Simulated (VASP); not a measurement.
Crystal: WC (Qusongite).

```
CELL_PARAMETERS angstrom
2.90650 0.00000 0.00000
-1.45325 2.51710 0.00000
0.00000 0.00000 2.83660
ATOMIC_POSITIONS crystal
W 0.00000 0.00000 0.00000
C 0.66667 0.33333 0.50000
```

Base run:

| Item | Value |
| --- | --- |
| Program | VASP 6.6.1 |
| Functional | LDA |
| Potentials or basis | VASP PAW LDA potentials, release 64 (W_sv, C) |
| Cutoff | 520 eV |
| k mesh | 9 × 9 × 8 |
| Occupations | fermi-dirac, width 0.1 eV |
| Spin | non-collinear spin, zero start, spin-orbit coupling |
| Starting moments | [[0.0, 0.0, 0.0], [0.0, 0.0, 0.0]] μB |

Its results: pressure -6.7 GPa.

Question: The run is repeated on the same cell with these changes: spin from non-collinear spin, zero start, spin-orbit coupling to no spin polarisation; further incar settings from ALGO = Normal; EDIFF = 1e-06; NBANDS = 30 to ALGO = Normal; EDIFF = 1e-07; NBANDS = 16. What comes out?

Answer: Pressure -7.3 GPa.
